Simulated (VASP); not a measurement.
# B2W (P6/mmm) in VASP: single point with LDA

Aim: the single point of B2W with LDA.

All numbers are computed with VASP 6.6.1; they aren't measurements. Logs are shortened: lines on timing, memory, paths and dates and some standing lists are left out, and cuts for length are marked.

## (1) Starting point

Symmetry: P6/mmm, No. 191, hexagonal system. The conventional cell has a = 3.020 Å, b = 3.020 Å, c = 3.050 Å, α = 90.00°, β = 90.00°, γ = 120.00°. B (site symmetry -6m2) has 3 B at 1.74 Å as nearest neighbours. W (site symmetry 6/mmm) is surrounded by 12 B at 2.32 Å.

## (2) Single point, LDA

File INCAR:

```
PREC     = Accurate       # precision mode
ENCUT    = 520            # plane-wave cutoff, eV
EDIFF    = 1E-7           # SCF threshold, eV
ISMEAR   = 1              # smearing method
SIGMA    = 0.05           # smearing width, eV
LREAL    = F              # projectors in reciprocal space
LASPH    = T              # aspherical terms in the spheres
NELM     = 100            # most SCF steps
ALGO     = Fast           # electronic algorithm
ISIF     = 2              # what is computed and relaxed
LWAVE    = F              # write WAVECAR
LCHARG   = T              # write CHGCAR
GGA      = CA             # functional
LELF     = T              # ELF
LVHAR    = T            
NBANDS   = 17             # bands
```

File KPOINTS:

```
Automatic mesh
0
Gamma
  8 8 7
```

File POSCAR:

```
B2W
1.0
    3.0200000000      0.0000000000      0.0000000000
   -1.5100000000      2.6154000000      0.0000000000
    0.0000000000      0.0000000000      3.0500000000
B W
2 1
Direct
    0.3333333333      0.6666666667      0.5000000000
    0.6666666667      0.3333333333      0.5000000000
    0.0000000000      0.0000000000      0.0000000000
```

Potentials or basis: VASP PAW LDA potentials, release 64 (B, W_sv).

On the command line:

```bash
$ cat potpaw_LDA.64/B/POTCAR potpaw_LDA.64/W_sv/POTCAR > POTCAR
$ mpirun -np 1 vasp_std > vasp.out
```

OUTCAR:

```text
PREC = Accurate
   ENCUT = 520
   EDIFF = 1E-7
   ISMEAR = 1
   LREAL = F
   LASPH = T
   NELM = 100
   ISIF = 2
   GGA = CA

 ion  position               nearest neighbor table
   1  0.333  0.667  0.500-   2 1.74   2 1.74   2 1.74   3 2.32   3 2.32   3 2.32   3 2.32   3 2.32
                             3 2.32
   2  0.667  0.333  0.500-   1 1.74   1 1.74   1 1.74   3 2.32   3 2.32   3 2.32   3 2.32   3 2.32
                             3 2.32
   3  0.000  0.000  0.000-   1 2.32   2 2.32   1 2.32   2 2.32   2 2.32   2 2.32   1 2.32   1 2.32
                             2 2.32   2 2.32   1 2.32   1 2.32

  LATTYP: Found a hexagonal cell.
 ALAT       =     3.0200000000
 C/A-ratio  =     1.0099337748

  Lattice vectors:

 A1 = (   3.0200000000,   0.0000000000,   0.0000000000)
 A2 = (  -1.5100000000,   2.6154000000,   0.0000000000)
 A3 = (   0.0000000000,   0.0000000000,   3.0500000000)

Analysis of symmetry for initial positions (statically):
=====================================================================
 Subroutine PRICEL returns:
 Original cell was already a primitive cell.

 Routine SETGRP: Setting up the symmetry group for a
 hexagonal supercell.

 Subroutine GETGRP returns: Found 24 space group operations
 (whereof 24 operations were pure point group operations)
 out of a pool of 24 trial point group operations.

The static configuration has the point symmetry D_6h.

Analysis of symmetry for dynamics (positions and initial velocities):
=====================================================================
 Subroutine PRICEL returns:
 Original cell was already a primitive cell.

 Routine SETGRP: Setting up the symmetry group for a
 hexagonal supercell.

 Subroutine GETGRP returns: Found 24 space group operations
 (whereof 24 operations were pure point group operations)
 out of a pool of 24 trial point group operations.

The dynamic configuration has the point symmetry D_6h.

 Subroutine INISYM returns: Found 24 space group operations
 (whereof 24 operations are pure point group operations),
 and found     1 'primitive' translations

----------------------------------------------------------------------------------------

                                     Primitive cell

  volume of cell :      24.0904

  direct lattice vectors                    reciprocal lattice vectors
     3.020000000  0.000000000  0.000000000     0.331125828  0.191175346  0.000000000
    -1.510000000  2.615400000  0.000000000     0.000000000  0.382350692  0.000000000
     0.000000000  0.000000000  3.050000000     0.000000000  0.000000000  0.327868852

  length of vectors
     3.020000000  3.020002841  3.050000000     0.382351052  0.382350692  0.327868852

[... 88 lines left out ...]
   ISIF   =      2    stress and relaxation
   ISYM   =      2    0-nonsym 1-usesym 2-fastsym
   POTIM  = 0.5000    time-step for ionic-motion
   TEBEG  =    0.0;   TEEND  =   0.0 temperature during run
   PSTRESS=    0.0 pullay stress
   NELECT =      20.0000    total number of electrons
   NUPDOWN=      -1.0000    fix difference up-down
   EMIN   =  10.00;   EMAX   =-10.00  energy-range for DOS
   EFERMI =   0.00;   METHOD = LEGACY
   ISMEAR =     1;   SIGMA  =   0.05  broadening in eV -4-tet -1-fermi 0-gaus
   EFERMI_NEDOS =   21; number of points for ismear=-14 and -15
   IALGO  =     68    algorithm
   IMIX   =      4    mixing-type and parameters
     AMIX     =   0.40;   BMIX     =  1.00
     AMIX_MAG =   1.60;   BMIX_MAG =  1.00
  volume/ion in A,a.u.               =       8.03        54.19
  Fermi-wavevector in a.u.,A,eV,Ry     =   1.538638  2.907605 32.210537  2.367408
  Thomas-Fermi vector in A             =   2.644979
   LORBIT       =      0    0 simple, 1 ext, 2 COOP (PROOUT), +10 PAW based schemes
   GGA     = CA    functional components
   LHFCALC =     F    Hartree Fock is set to
   AEXX    =    0.0000 exact exchange contribution
   IVDW    =     0    specifies the selected vdW correction
   LEPSILON=     F    determine dielectric tensor
   LRPA    =     F    only Hartree local field effects (RPA)
 non-spin polarized calculation
 RMM-DIIS sequential band-by-band and
 Methfessel and Paxton  Order N= 1 SIGMA  =   0.05
  energy-cutoff  :      520.00
  volume of cell :       24.09
 maximum number of plane-waves:       665
 NGX is ok and might be reduce to    24
   NGX = 11   NGY = 11   NGZ = 11

 number of electron      19.9999997 magnetization

 Free energy of the ion-electron system (eV)
  ---------------------------------------------------
  ext. energy  EPLUGINS =         0.00000000
  ---------------------------------------------------
  free energy    TOTEN  =       -29.25654055 eV

  energy without entropy =      -29.25567385  energy(sigma->0) =      -29.25625165

 E-fermi :  13.7659     XC(G=0): -14.1582

 val. band max:       13.7452384178   @ k =   0.3750   0.1250   0.2857
 cond. band min:      13.7718962506   @ k =   0.2500   0.1250   0.4286
 fundamental gap:      0.0266578328
 Fermi energy:        13.7658796713

 k-point     1 :       0.0000    0.0000    0.0000
  band No.  band energies     occupation
      1     -61.0766      2.00000
      2     -25.6695      2.00000
      3     -25.4188      2.00000
      4     -25.4188      2.00000
      5      -2.9421      2.00000
      6       7.3664      2.00000
[... 457 lines left out ...]
      4     -25.5147      2.00000
      5       0.5833      2.00000
      6       3.4052      2.00000
[... 9 lines left out ...]
     16      24.4950      0.00000
     17      24.9422      0.00000

 [... further k-points ...]

------------------------ aborting loop because EDIFF is reached ----------------------------------------

  FORCE on cell =-STRESS in cart. coord.  units (eV):
  Direction    XX          YY          ZZ          XY          YZ          ZX
  --------------------------------------------------------------------------------------
  -------------------------------------------------------------------------------------
  Total        2.8132120      2.8132190      5.3711206      0.0000000      0.0000000      0.0000000
  in kB      187.0975666    187.0980359    357.2157378      0.0000000      0.0000000      0.0000000
  external PRESSURE =     243.8037801 kB  Pullay stress =       0.0000000 kB

 VOLUME and BASIS-vectors are now :
 -----------------------------------------------------------------------------
  energy-cutoff  :      520.00
  volume of cell :       24.09
      direct lattice vectors                 reciprocal lattice vectors
     3.020000000  0.000000000  0.000000000     0.331125828  0.191175346  0.000000000
    -1.510000000  2.615400000  0.000000000     0.000000000  0.382350692  0.000000000
     0.000000000  0.000000000  3.050000000     0.000000000  0.000000000  0.327868852

 POSITION                                       TOTAL-FORCE (eV/Angst)
 -----------------------------------------------------------------------------------
     -0.00000      1.74360      1.52500         0.000000     -0.000000     -0.000000
      1.51000      0.87180      1.52500        -0.000000      0.000000      0.000000
      0.00000      0.00000      0.00000         0.000000      0.000000     -0.000000
 -----------------------------------------------------------------------------------
    total drift:                               -0.000000      0.000000      0.000000

  FREE ENERGIE OF THE ION-ELECTRON SYSTEM (eV)
  ---------------------------------------------------
  free  energy   TOTEN  =       -29.2565405483 eV

  energy  without entropy=      -29.2556738474  energy(sigma->0) =      -29.25625165
```

OSZICAR:

```text
N       E                     dE             d eps       ncg     rms          rms(c)
DAV:   1     0.121090336080E+03    0.12109E+03   -0.10088E+04  1360   0.128E+03
DAV:   2    -0.287926766019E+02   -0.14988E+03   -0.14538E+03  1513   0.350E+02
DAV:   3    -0.329143432340E+02   -0.41217E+01   -0.40767E+01  1697   0.535E+01
DAV:   4    -0.329366806054E+02   -0.22337E-01   -0.22321E-01  1581   0.411E+00
DAV:   5    -0.329368185562E+02   -0.13795E-03   -0.13787E-03  1648   0.317E-01    0.368E+01
RMM:   6    -0.292888463894E+02    0.36480E+01   -0.59115E+00  1653   0.156E+01    0.112E+01
RMM:   7    -0.292715569137E+02    0.17289E-01   -0.46063E-01  1726   0.386E+00    0.563E+00
RMM:   8    -0.292571064326E+02    0.14450E-01   -0.48015E-02  1746   0.171E+00    0.520E-01
RMM:   9    -0.292569068375E+02    0.19960E-03   -0.12291E-02  1765   0.641E-01    0.229E-01
RMM:  10    -0.292565206376E+02    0.38620E-03   -0.14974E-03  1754   0.295E-01    0.399E-02
RMM:  11    -0.292565353466E+02   -0.14709E-04   -0.31245E-04  1814   0.119E-01    0.140E-02
RMM:  12    -0.292565396037E+02   -0.42571E-05   -0.58480E-05  1842   0.504E-02    0.862E-03
RMM:  13    -0.292565404550E+02   -0.85129E-06   -0.13123E-05  1846   0.217E-02    0.306E-03
RMM:  14    -0.292565405296E+02   -0.74597E-07   -0.15406E-06  1653   0.915E-03    0.813E-04
RMM:  15    -0.292565405483E+02   -0.18663E-07   -0.37911E-07  1316   0.467E-03
   1 F= -.29256541E+02 E0= -.29256252E+02  d E =-.866701E-03
```

stdout:

```text
POSCAR found type information on POSCAR B W
 POSCAR found :  2 types and       3 ions
 scaLAPACK will be used
 LDA part: xc-table for (Slater(with rela. corr.)+CA(PZ))
 , standard interpolation
 POSCAR, INCAR and KPOINTS ok, starting setup
 FFT: planning ... GRIDC
 FFT: planning ... GRID_SOFT
 FFT: planning ... GRID
 WAVECAR not read
 entering main loop
WARNING in EDDRMM: call to ZHEGV failed, returncode =   8  4     17
```

Wall time 6.1 s (1 thread of Intel Xeon 6975P-C (Granite Rapids), shared host); peak memory 0.13 GiB.

Results:

| Quantity | Value |
| --- | --- |
| Free energy | -29.2565 eV |
| Pressure | 24.4 GPa |
| Band gap on the k mesh | none (metal or under the smearing width) |

Levels at points of the mesh, in eV from the Fermi level:
| k point | band 6 | band 7 | band 8 | band 9 | band 10 | band 11 | band 12 | band 13 | band 14 | band 15 |
| --- | --- | --- | --- | --- | --- | --- | --- | --- | --- | --- |
| (0.00, 0.00, 0.00) | -6.40 | -6.40 | -6.30 | -3.81 | 0.24 | 0.24 | 3.20 | 3.20 | 3.40 | 3.40 |
| (0.50, 0.00, 0.00) | -11.23 | -6.54 | -6.51 | -5.60 | -0.77 | 1.28 | 1.38 | 2.16 | 5.69 | 7.06 |

Caveat: so large a pressure means that the cell lies far from this level's equilibrium, or that cutoff or potentials fall short.
